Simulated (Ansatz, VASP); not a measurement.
# Ti2CO2 (twisted Ti2CO2 MXene bilayer, 38.21 deg) in two plane-wave programs

One calculation is typed for both programs; each brings its own data sets. How far apart do they land? The cell is taken from a series of runs on this material, whose earlier steps may have relaxed, scaled, displaced or heated it; both programs get it as it stands.

Calculated with Ansatz 0.2.0; plane waves, with VASP 6.6.1 beside it; single point at PBE with D4.

**1. The structure**

The cell holds 70 atoms: 14 C, 28 Ti and 28 O. Its edges and angles: a = 8.017 Å, b = 8.017 Å, c = 25.590 Å, α = 90.0°, β = 90.0°, γ = 120.0°. It derives from Ti2CO2 (Ti2CO2 MXene). As first built, before any earlier steps moved the atoms (in the runner's words): Ti2CO2 MXene (a = 3.03 A) under Ti2CO2 MXene (a = 3.03 A), bilayer, commensurate cell of 7 unit cells a layer, twist 38.21 deg; facing atoms 2.71 A apart;; flat layers, displaced by a Gaussian of 0.01 A. Vacuum lies along c.

**2. VASP: single point, PBE with D4**

A single point gives forces, pressure and levels at one fixed geometry, so differences don't come from the geometry; what else differs is listed under the comparison.

Lines of VASP's logs that name or quote its potential files are left out, and so is its time.

The input, INCAR:

```
SYSTEM = Ti2CO2
PREC = Accurate
ENCUT = 520
EDIFF = 1E-06
NELM = 120
ISMEAR = -1
SIGMA = 0.025
LREAL = Auto
ALGO = Normal
GGA = PE
IVDW = 13
NBANDS = 336
LASPH = .TRUE.
LORBIT = 11
LWAVE = .FALSE.
LCHARG = .FALSE.
ISIF = 2
GGA_COMPAT = .FALSE.
EFERMI = MIDGAP
KPAR = 4
```

The input, POSCAR:

```
Ti2CO2
1.0
    8.0166000000      0.0000000000      0.0000000000
   -4.0083000000      6.9425800000      0.0000000000
    0.0000000000      0.0000000000     25.5900000000
C Ti O
14 28 28
Direct
    0.9993800000      0.9974000000      0.3604900000
    0.1413900000      0.4253400000      0.3602600000
    0.2864700000      0.8577600000      0.3598100000
    0.4272700000      0.2863100000      0.3602500000
    0.5714400000      0.7147700000      0.3610200000
    0.7128000000      0.1430000000      0.3602800000
    0.8571200000      0.5706500000      0.3601500000
    0.8571300000      0.2851000000      0.6396500000
    0.7151400000      0.5725000000      0.6398400000
    0.4293700000      0.1406200000      0.6397500000
    0.5733100000      0.8615700000      0.6400600000
    0.2859300000      0.4290500000      0.6392100000
    0.0013800000      0.0015700000      0.6396500000
    0.1441200000      0.7127600000      0.6391200000
    0.1914500000      0.2378600000      0.4115300000
    0.2358000000      0.0448800000      0.3087000000
    0.3328200000      0.6648400000      0.4123200000
    0.3804300000      0.4741400000      0.3097500000
    0.4745600000      0.0960400000      0.4113100000
    0.5216900000      0.9030900000      0.3097500000
    0.6150900000      0.5213700000      0.4115500000
    0.6682600000      0.3328600000      0.3092300000
    0.7601300000      0.9507300000      0.4115400000
    0.8078400000      0.7622300000      0.3083900000
    0.9064100000      0.3832500000      0.4120100000
    0.9509000000      0.1902400000      0.3087800000
    0.0502000000      0.8114200000      0.4120700000
    0.0948900000      0.6180400000      0.3088500000
    0.6194000000      0.0936500000      0.6913800000
    0.6636100000      0.3301700000      0.5882100000
    0.4770000000      0.3820300000      0.6909800000
    0.5239200000      0.6170900000      0.5891400000
    0.1914400000      0.9529100000      0.6904800000
    0.2408300000      0.1908500000      0.5886900000
    0.3332100000      0.6638700000      0.6903200000
    0.3811700000      0.9035000000      0.5885900000
    0.0463200000      0.2363900000      0.6915300000
    0.0969600000      0.4769700000      0.5889800000
    0.7618600000      0.8100900000      0.6907400000
    0.8075800000      0.0462800000      0.5890500000
    0.9031000000      0.5234200000      0.6908900000
    0.9518300000      0.7627000000      0.5888300000
    0.2397600000      0.0489800000      0.4475000000
    0.1900000000      0.2359700000      0.2740200000
    0.3822200000      0.4760400000      0.4477500000
    0.3319400000      0.6646000000      0.2738700000
    0.5227200000      0.9031400000      0.4470900000
    0.4767800000      0.0968000000      0.2740200000
    0.6688100000      0.3333300000      0.4470700000
    0.6226500000      0.5262100000      0.2737200000
    0.8074900000      0.7612200000      0.4468400000
    0.7614700000      0.9529300000      0.2734100000
    0.9521800000      0.1893800000      0.4465500000
    0.9033500000      0.3816900000      0.2733400000
    0.0942900000      0.6209500000      0.4472900000
    0.0476500000      0.8098200000      0.2737000000
    0.6646500000      0.3321900000      0.7260700000
    0.6200400000      0.0978600000      0.5527600000
    0.5244800000      0.6193000000      0.7267100000
    0.4784200000      0.3837400000      0.5532000000
    0.2376100000      0.1894900000      0.7264800000
    0.1889400000      0.9511200000      0.5532700000
    0.3792300000      0.9041500000      0.7265500000
    0.3313300000      0.6651600000      0.5524100000
    0.0949900000      0.4768700000      0.7258500000
    0.0478000000      0.2388000000      0.5527700000
    0.8097300000      0.0481300000      0.7261400000
    0.7619200000      0.8092800000      0.5532000000
    0.9510200000      0.7616900000      0.7256100000
    0.9068200000      0.5241000000      0.5527200000
```

The input, KPOINTS:

```
Automatic mesh
0
Gamma
3 3 1
0 0 0
```

PAW data sets: C, Ti_sv and O (PBE family, release 64).

On the command line:

```
mpirun -np 8 vasp_std
```

Numbers of over 12 decimals in the logs are rounded to 6 here.

What it wrote:

```text
[banner, memory and clock lines left out]
running    8 mpi-ranks, on    1 nodes
[...]
|                                                                             |
|           W    W    AA    RRRRR   N    N  II  N    N   GGGG   !!!           |
|           W    W   A  A   R    R  NN   N  II  NN   N  G    G  !!!           |
|           W    W  A    A  R    R  N N  N  II  N N  N  G       !!!           |
|           W WW W  AAAAAA  RRRRR   N  N N  II  N  N N  G  GGG   !            |
|           WW  WW  A    A  R   R   N   NN  II  N   NN  G    G                |
|           W    W  A    A  R    R  N    N  II  N    N   GGGG   !!!           |
|                                                                             |
|     For optimal performance we recommend to set                             |
|       NCORE = 2 up to number-of-cores-per-socket                            |
|     NCORE specifies how many cores store one orbital (NPAR=cpu/NCORE).      |
|     This setting can greatly improve the performance of VASP for DFT.       |
|     The default, NCORE=1 might be grossly inefficient on modern             |
|     multi-core architectures or massively parallel machines. Do your        |
|     Unfortunately you need to use the default for GW and RPA                |
|     calculations (for HF NCORE is supported but not extensively tested      |
|     yet).                                                                   |
|                                                                             |

 LDA part: xc-table for (Slater+PW92), standard interpolation
 POSCAR, INCAR and KPOINTS ok, starting setup
[...]
entering main loop
       N       E                     dE             d eps       ncg     rms          rms(c)
DAV:   1     0.893347030863E+04    0.89335E+04   -0.27972E+05  3440   0.177E+03
DAV:   2     0.112825865023E+04   -0.78052E+04   -0.75010E+04  3408   0.568E+02
DAV:   3    -0.615886072781E+03   -0.17441E+04   -0.16920E+04  4704   0.237E+02
DAV:   4    -0.811593075806E+03   -0.19571E+03   -0.19504E+03  4864   0.784E+01
[...]
DAV:  31    -0.630090082035E+03   -0.40898E-05   -0.20605E-07  1976   0.955E-04    0.297E-04
DAV:  32    -0.630090083633E+03   -0.15979E-05   -0.10839E-07  1968   0.652E-04    0.249E-04
DAV:  33    -0.630090084460E+03   -0.82708E-06   -0.68023E-08  1936   0.491E-04
   1 F= -.64342260E+03 E0= -.64342216E+03  d E =-.882418E-03
```

Parts of OUTCAR (step 2):

```text
 POSITION                                       TOTAL-FORCE (eV/Angst)
 -----------------------------------------------------------------------------------
      4.01375      6.92453      9.22494        -0.063014      0.248978     -0.036804
     -0.57142      2.95296      9.21905         0.045926      0.307855      0.113304
     -1.14164      5.95507      9.20754        -0.052289     -0.115327      0.312992
      2.27764      1.98773      9.21880         0.127837     -0.037121      0.209681
      1.71599      4.96235      9.23850        -0.100090     -0.187715     -0.236829
      5.14105      0.99279      9.21957         0.126483     -0.033662     -0.036969
      4.58385      3.96178      9.21624         0.062468      0.090578      0.127979
      5.72850      1.97933     16.36864        -0.083860      0.010913      0.167797
      3.43824      3.97463     16.37351        -0.168437     -0.077031      0.026824
      2.87844      0.97627     16.37120        -0.239649      0.246365     -0.121186
      1.14257      5.98152     16.37914         0.035956     -0.435171     -0.138408
      0.57243      2.97871     16.35738         0.215943      0.013276      0.323024
      0.00477      0.01090     16.36864        -0.046439     -0.054910      0.065104
     -1.70160      4.94839     16.35508        -0.130493      0.192207      0.263271
[...]
-----------------------------------------------------------------------------------
    total drift:                               -0.004979     -0.009818     -0.016101

  FREE ENERGIE OF THE ION-ELECTRON SYSTEM (eV)
  ---------------------------------------------------
  free  energy   TOTEN  =      -643.4226023353 eV

  energy  without entropy=     -643.4217199171  energy(sigma->0) =     -643.42216113
```

This run has no spin polarisation, so a moment on Ti, if there is one, isn't seen.

(Continued in part 2 of 2.)

[Lines on the potential files, build, host, timing and source positions are cut from VASP's logs without a mark.]

[Logs are printed without paths, hosts, clocks, repeated set-up lines and the standing remarks that a program may print on its own settings, such as how far it seeks lower states.]

[Hosts, paths, dates, database ids (printed as entryN), source tags and the programs' standing remarks are cut or masked in the printed files.]
